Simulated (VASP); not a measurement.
These are PBEsol GGA, VASP's PBE PAW potentials (set 64) (plane waves; VASP 6.6.1) values and carry that method's errors.

Input for VASP

**INCAR**
```
! general
SYSTEM  = NaI
PREC    = Accurate
ENCUT   = 500
LREAL   = .FALSE.
LASPH   = .TRUE.

! electronic loop
EDIFF   = 1E-6
NELM    = 100
ALGO    = Normal
LMAXMIX = 4

! smearing
ISMEAR  = 0
SIGMA   = 0.05

! functional
GGA     = PS

! ions
IBRION  = 2
NSW     = 40
ISIF    = 3
EDIFFG  = -0.02
PSTRESS = 50

! output
LWAVE   = .FALSE.
LCHARG  = .FALSE.
```

**POSCAR**
```
NaI
1
    0.0000000000     3.0130742266     3.0130742266
    3.0130742266     0.0000000000     3.0130742266
    3.0130742266     3.0130742266     0.0000000000
Na I
1 1
Direct
  0.0000000000   0.0000000000   0.0000000000
  0.5000000000   0.5000000000   0.5000000000
```

KPOINTS:
```
Automatic mesh
0
Gamma
8 8 8
0 0 0
```

POTCAR, in this order: Na_pv I (PBE.64 set). Program: vasp_std.

Question: What will the output report for the number of irreducible k-points (NKPTS), largest plane-wave count, number of space-group operations, FFT grid (NGX, NGY, NGZ)?

Answer: 
```json
{
  "number of irreducible k-points (NKPTS)": "29",
  "largest_plane_wave_count": "1411",
  "number_of_space_group_operations": "48",
  "FFT grid (NGX, NGY, NGZ)": "32 × 32 × 32"
}
```

The compound is NaI in the rock salt structure. This run relaxes it under an external pressure of 5 GPa. Symmetry was kept, so distortions that lower it aren't found.
